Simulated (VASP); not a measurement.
Computed with PBEsol GGA, VASP's PBE PAW potentials (set 64) (plane waves; VASP).

VASP input:

**POSCAR**
```
HfO2
1.0
  0.0000000000   2.4568305315   2.4568305315
  2.4568305315   0.0000000000   2.4568305315
  2.4568305315   2.4568305315   0.0000000000
Hf O
1 2
direct
  0.0000000000   0.0000000000   0.0000000000
  0.2500000000   0.2500000000   0.2500000000
  0.7500000000   0.7500000000   0.7500000000
```

**KPOINTS**
```
Automatic mesh
0
Gamma
  8 8 8
0 0 0
```

**INCAR**
```
! general
SYSTEM   =  HfO2
PREC     =  Accurate
ENCUT    =  620
LREAL    =  .False.
LASPH    =  .True.

! electronic loop
EDIFF    =  1E-6
NELM     =  100
ALGO     =  Normal
LMAXMIX  =  6

! smearing
ISMEAR   =  0
SIGMA    =  0.05

! functional
GGA      =  PS

! ions
IBRION   =  2
NSW      =  40
ISIF     =  3
EDIFFG   =  -0.02
PSTRESS  =  300

! output
LWAVE    =  .False.
LCHARG   =  .False.
```

POTCAR, in this order: Hf_pv O (PBE.64 set). Program: vasp_std.

The resulting files:

File OSZICAR:
```
       N       E                     dE             d eps       ncg     rms          rms(c)
DAV:   1     0.111740425663E+03    0.11174E+03   -0.14443E+04   870   0.169E+03
DAV:   2    -0.328063094593E+02   -0.14455E+03   -0.14070E+03  1129   0.347E+02
DAV:   3    -0.366408022659E+02   -0.38345E+01   -0.38319E+01  1108   0.560E+01
DAV:   4    -0.366600182155E+02   -0.19216E-01   -0.19214E-01  1101   0.427E+00
DAV:   5    -0.366601538253E+02   -0.13561E-03   -0.13561E-03  1094   0.325E-01    0.605E+01
DAV:   6    -0.316578285281E+02    0.50023E+01   -0.25008E+01   947   0.374E+01    0.501E+01
DAV:   7    -0.315560188448E+02    0.10181E+00   -0.64502E-01  1087   0.781E+00    0.299E+01
DAV:   8    -0.315300149560E+02    0.26004E-01   -0.10998E-01  1108   0.371E+00    0.458E+00
DAV:   9    -0.315240603394E+02    0.59546E-02   -0.23985E-02  1080   0.141E+00    0.173E+00
DAV:  10    -0.315238594743E+02    0.20087E-03   -0.31778E-03  1115   0.459E-01    0.254E-01
DAV:  11    -0.315238429113E+02    0.16563E-04   -0.20570E-04  1017   0.127E-01    0.159E-01
DAV:  12    -0.315238430782E+02   -0.16693E-06   -0.17481E-05  1137   0.345E-02    0.152E-02
DAV:  13    -0.315238432715E+02   -0.19325E-06   -0.13019E-06   835   0.984E-03
   1 F= -.25970350E+02 E0= -.25970350E+02  d E =-.259703E+02
       N       E                     dE             d eps       ncg     rms          rms(c)
DAV:   1    -0.317586280324E+02   -0.23478E+00   -0.22510E+01   989   0.484E+01    0.181E+01
DAV:   2    -0.310354160277E+02    0.72321E+00   -0.27360E+00   933   0.135E+01    0.683E+00
DAV:   3    -0.309198450627E+02    0.11557E+00   -0.14306E-01  1017   0.394E+00    0.373E+00
DAV:   4    -0.309020439638E+02    0.17801E-01   -0.62614E-02  1087   0.230E+00    0.251E+00
DAV:   5    -0.309028151567E+02   -0.77119E-03   -0.10892E-02  1038   0.771E-01    0.186E+00
DAV:   6    -0.309017497354E+02    0.10654E-02   -0.45289E-03   961   0.477E-01    0.136E-01
DAV:   7    -0.309017573940E+02   -0.76586E-05   -0.12207E-04  1045   0.101E-01    0.194E-02
DAV:   8    -0.309017555535E+02    0.18405E-05   -0.16784E-05  1059   0.337E-02    0.947E-03
DAV:   9    -0.309017552793E+02    0.27417E-06   -0.77033E-07   540   0.901E-03
   2 F= -.25838911E+02 E0= -.25838911E+02  d E =0.131439E+00
       N       E                     dE             d eps       ncg     rms          rms(c)
DAV:   1    -0.318304657031E+02   -0.92871E+00   -0.11055E+01   989   0.333E+01    0.133E+01
DAV:   2    -0.314728472339E+02    0.35762E+00   -0.14648E+00   933   0.985E+00    0.486E+00
DAV:   3    -0.314139684284E+02    0.58879E-01   -0.75545E-02  1052   0.266E+00    0.280E+00
DAV:   4    -0.314039804758E+02    0.99880E-02   -0.37668E-02  1087   0.173E+00    0.177E+00
DAV:   5    -0.314038348249E+02    0.14565E-03   -0.23214E-03  1031   0.379E-01    0.455E-01
DAV:   6    -0.314037872645E+02    0.47560E-04   -0.16580E-04   989   0.975E-02    0.955E-02
DAV:   7    -0.314037845264E+02    0.27381E-05   -0.10006E-05  1115   0.289E-02    0.284E-02
DAV:   8    -0.314037843219E+02    0.20452E-06   -0.57858E-07   498   0.690E-03
   3 F= -.25996375E+02 E0= -.25996375E+02  d E =-.260250E-01
```

### OUTCAR
```
------------------------ aborting loop because EDIFF is reached ----------------------------------------
  FORCE on cell =-STRESS in cart. coord.  units (eV):
  Direction    XX          YY          ZZ          XY          YZ          ZX
  --------------------------------------------------------------------------------------
  Total        5.3611338      5.3611338      5.3611338      0.0000000     -0.0000000      0.0000000
  in kB      297.4326504    297.4326504    297.4326504      0.0000000     -0.0000000      0.0000000
  external PRESSURE =      -2.5673496 kB  Pullay stress =     300.0000000 kB
  volume of cell :       28.88
      direct lattice vectors                 reciprocal lattice vectors
    -0.000000000  2.435096624  2.435096624    -0.205330661  0.205330661  0.205330661
     2.435096624  0.000000000  2.435096624     0.205330661 -0.205330661  0.205330661
     2.435096624  2.435096624  0.000000000     0.205330661  0.205330661 -0.205330661
 POSITION                                       TOTAL-FORCE (eV/Angst)
 -----------------------------------------------------------------------------------
      0.00000      0.00000      0.00000        -0.000000      0.000000      0.000000
      1.21755      1.21755      1.21755         0.000000      0.000000      0.000000
      3.65264      3.65264      3.65264        -0.000000     -0.000000     -0.000000
 -----------------------------------------------------------------------------------
    total drift:                                0.000000      0.000000      0.000000
  FREE ENERGIE OF THE ION-ELECTRON SYSTEM (eV)
  ---------------------------------------------------
  free  energy   TOTEN  =       -31.4037843219 eV

  energy  without entropy=      -31.4037843219  energy(sigma->0) =      -31.40378432
  enthalpy is  TOTEN    =       -25.9963747732 eV   P V=        5.4074095487

 reached required accuracy - stopping structural energy minimisation
```
(Selected blocks of OUTCAR.)

**CONTCAR**
```
HfO2
   1.00000000000000
    -0.0000000000000000    2.4350966237383926    2.4350966237383926
     2.4350966237383926    0.0000000000000000    2.4350966237383926
     2.4350966237383926    2.4350966237383926    0.0000000000000000
  Hf              O
     1     2
Direct
     0.0000000000000000    0.0000000000000000    0.0000000000000000
     0.2500000000000000    0.2500000000000000    0.2500000000000000
     0.7500000000000000    0.7500000000000000    0.7500000000000000
```

Energy and stress use the plane-wave basis of the starting cell.

The compound is HfO2 in the fluorite structure, the high-temperature cubic form, which is unstable at 0 K; the monoclinic form is the stable one. This run relaxes it under an external pressure of 30 GPa. Symmetry was kept, so distortions that lower it aren't found.
